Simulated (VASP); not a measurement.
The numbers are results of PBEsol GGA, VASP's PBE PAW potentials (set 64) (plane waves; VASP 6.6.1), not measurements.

A VASP calculation is set up with these files.

### INCAR
```
# general
SYSTEM  = Bi2Te3
PREC    = Accurate
ENCUT   = 300   # plane-wave cut-off (eV)
LREAL   = .False.
LASPH   = .True.

# electronic loop
EDIFF   = 1E-6
NELM    = 100
ALGO    = Normal   # blocked Davidson
LMAXMIX = 4   # l cut-off of mixed one-centre charges

# smearing
ISMEAR  = -1   # Fermi-Dirac
SIGMA   = 0.01

# functional
GGA     = PS

# ions
ISIF    = 2   # forces and stress, cell fixed

# output
LWAVE   = .False.
LCHARG  = .False.
```

KPOINTS:
```
Automatic mesh
0
Gamma
4 4 4
0 0 0
```

File POSCAR:
```
Bi2Te3
1
    2.2090650000     1.2754040000    10.7524330000
   -2.2090650000     1.2754040000    10.7524330000
    0.0000000000    -2.5508090000    10.7524330000
Bi Te
2 3
Direct
  0.6031700000   0.6031700000   0.6031700000
  0.3968300000   0.3968300000   0.3968300000
  0.7831930000   0.7831930000   0.7831930000
  0.2168070000   0.2168070000   0.2168070000
  0.0000000000   0.0000000000   0.0000000000
```

POTCAR, in this order: Bi_d Te (PBE.64 set). Program: vasp_std.

What VASP printed:

**OUTCAR**
```
 ion  position               nearest neighbor table
   1  0.603  0.603  0.603-   4 3.07   4 3.07   4 3.07   5 3.27   5 3.27   5 3.27
   2  0.397  0.397  0.397-   3 3.07   3 3.07   3 3.07   5 3.27   5 3.27   5 3.27
   3  0.783  0.783  0.783-   2 3.07   2 3.07   2 3.07
   4  0.217  0.217  0.217-   1 3.07   1 3.07   1 3.07
   5  0.000  0.000  0.000-   1 3.27   2 3.27   1 3.27   1 3.27   2 3.27   2 3.27
  LATTYP: Found a trigonal (rhomboedric) cell.
 ALAT       =    11.0508569331
 COS(alpha) =     0.9200800694
 Subroutine PRICEL returns:
 Original cell was already a primitive cell.
 Subroutine GETGRP returns: Found 12 space group operations
The static configuration has the point symmetry D_3d.
The dynamic configuration has the point symmetry D_3d.
 Subroutine INISYM returns: Found 12 space group operations
 Subroutine IBZKPT returns following result:
 Found     13 irreducible k-points:

 Following reciprocal coordinates:
            Coordinates               Weight
  0.000000  0.000000  0.000000      1.000000
  0.250000  0.000000 -0.000000      6.000000
  0.500000  0.000000 -0.000000      3.000000
  0.250000  0.250000 -0.000000      6.000000
  0.500000  0.250000 -0.000000     12.000000
 -0.250000  0.250000  0.000000      6.000000
  0.500000  0.500000 -0.000000      3.000000
  0.250000  0.250000  0.250000      2.000000
  0.500000  0.250000  0.250000      6.000000
 -0.250000  0.250000  0.250000      6.000000
  0.500000  0.500000  0.250000      6.000000
 -0.250000  0.500000  0.250000      6.000000
  0.500000  0.500000  0.500000      1.000000
   k-points           NKPTS =     13   k-points in BZ     NKDIM =     13   number of bands    NBANDS=     28
   number of dos      NEDOS =    301   number of ions     NIONS =      5
   total plane-waves  NPLWV = 262144
   dimension x,y,z NGX =    64 NGY =   64 NGZ =   64
   dimension x,y,z NGXF=   128 NGYF=  128 NGZF=  128
   ions per type =               2   3
   PREC   = accura    normal or accurate (medium, high low for compatibility)
...
```

### OSZICAR
```
       N       E                     dE             d eps       ncg     rms          rms(c)
DAV:   1     0.347635584175E+03    0.34764E+03   -0.16789E+04   776   0.109E+03
DAV:   2     0.119355137919E+02   -0.33570E+03   -0.32659E+03   848   0.332E+02
DAV:   3    -0.193683818071E+02   -0.31304E+02   -0.30487E+02   912   0.120E+02
DAV:   4    -0.205067292731E+02   -0.11383E+01   -0.11318E+01   912   0.250E+01
DAV:   5    -0.205482858880E+02   -0.41557E-01   -0.41527E-01  1008   0.411E+00    0.665E+00
DAV:   6    -0.202247018269E+02    0.32358E+00   -0.74652E-01   824   0.539E+00    0.518E+00
DAV:   7    -0.202207895136E+02    0.39123E-02   -0.28857E-01   944   0.222E+00    0.138E+00
DAV:   8    -0.202210275885E+02   -0.23807E-03   -0.25091E-02   824   0.990E-01    0.601E-01
DAV:   9    -0.202204929905E+02    0.53460E-03   -0.36953E-03   900   0.409E-01    0.286E-01
DAV:  10    -0.202206340144E+02   -0.14102E-03   -0.10640E-03   888   0.150E-01    0.668E-02
DAV:  11    -0.202206467578E+02   -0.12743E-04   -0.43801E-05   860   0.352E-02    0.414E-02
DAV:  12    -0.202206478368E+02   -0.10790E-05   -0.95228E-06   804   0.168E-02    0.807E-03
DAV:  13    -0.202206480824E+02   -0.24555E-06   -0.19109E-06   596   0.880E-03
   1 F= -.20220648E+02 E0= -.20220648E+02  d E =-.153100E-12
```

**OUTCAR**
```
------------------------ aborting loop because EDIFF is reached ----------------------------------------
  FORCE on cell =-STRESS in cart. coord.  units (eV):
  Direction    XX          YY          ZZ          XY          YZ          ZX
  --------------------------------------------------------------------------------------
  Total       -1.9634554     -1.9634556     -2.1285343      0.0000000      0.0000001      0.0000000
  in kB      -17.3068185    -17.3068202    -18.7619021      0.0000000      0.0000006      0.0000000
  external PRESSURE =     -17.7918469 kB  Pullay stress =       0.0000000 kB
  volume of cell :      181.77
      direct lattice vectors                 reciprocal lattice vectors
     2.209065000  1.275404000 10.752433000     0.226340103  0.130677513  0.031000740
    -2.209065000  1.275404000 10.752433000    -0.226340103  0.130677513  0.031000740
     0.000000000 -2.550809000 10.752433000     0.000000000 -0.261355026  0.031000728
 POSITION                                       TOTAL-FORCE (eV/Angst)
 -----------------------------------------------------------------------------------
      0.00000     -0.00000     19.45664         0.000000     -0.000000      0.076192
      0.00000     -0.00000     12.80066         0.000000      0.000000     -0.076192
      0.00000     -0.00000     25.26369         0.000000      0.000000     -0.027332
      0.00000     -0.00000      6.99361         0.000000     -0.000000      0.027332
      0.00000      0.00000      0.00000        -0.000000      0.000000      0.000000
 -----------------------------------------------------------------------------------
    total drift:                               -0.000000     -0.000000     -0.000000
  FREE ENERGIE OF THE ION-ELECTRON SYSTEM (eV)
  ---------------------------------------------------
  free  energy   TOTEN  =       -20.2206480824 eV

  energy  without entropy=      -20.2206480824  energy(sigma->0) =      -20.22064808
```
(Selected blocks of OUTCAR.)

OUTCAR:
```
 val. band max:        4.9368472155   @ k =   0.0000   0.0000   0.0000

 cond. band min:       5.4752753149   @ k =   0.0000   0.0000   0.0000


 Fermi energy:         5.1838147656

 k-point     1 :       0.0000    0.0000    0.0000
  band No.  band energies     occupation
      1     -17.8363      2.00000
      2     -17.8363      2.00000
      3     -17.8348      2.00000
      4     -17.8348      2.00000
      5     -17.8305      2.00000
      6     -17.8295      2.00000
      7     -17.8253      2.00000
      8     -17.8253      2.00000
      9     -17.8239      2.00000
     10     -17.8239      2.00000
     11      -7.9182      2.00000
     12      -7.3769      2.00000
     13      -5.8266      2.00000
     14      -3.7792      2.00000
     15      -3.0078      2.00000
     16       3.1754      2.00000
     17       3.2030      2.00000
     18       3.5555      2.00000
     19       3.5555      2.00000
     20       3.7055      2.00000
     21       3.7055      2.00000
     22       4.3941      2.00000
     23       4.3941      2.00000
     24       4.9368      2.00000
     25       5.4753      0.00000
     26       6.1019      0.00000
     27       6.1019      0.00000
     28       7.0211      0.00000

 k-point     2 :       0.2500    0.0000   -0.0000
  band No.  band energies     occupation
      1     -17.8410      2.00000
      2     -17.8393      2.00000
      3     -17.8327      2.00000
      4     -17.8312      2.00000
      5     -17.8290      2.00000
      6     -17.8271      2.00000
      7     -17.8254      2.00000
      8     -17.8236      2.00000
      9     -17.8227      2.00000
     10     -17.8216      2.00000
     11      -7.3988      2.00000
     12      -6.9212      2.00000
     13      -5.5389      2.00000
     14      -4.1817      2.00000
     15      -3.6377      2.00000
     16       1.3836      2.00000
     17       1.9647      2.00000
     18       2.2926      2.00000
     19       2.6154      2.00000
     20       3.1218      2.00000
...
```

At this cut-off the stress carries a Pulay error, which pulls relaxed volumes low. Unless said otherwise, spin-orbit coupling is left out, though it shifts the bands of the heavy elements here.

The structure comes from a computed database's Bi2Te3 entry; how it stands against other phases isn't given here. The cell was not relaxed at this level. The run is one of a series of settings (GGA = PS against the base run), some of them coarse on purpose.
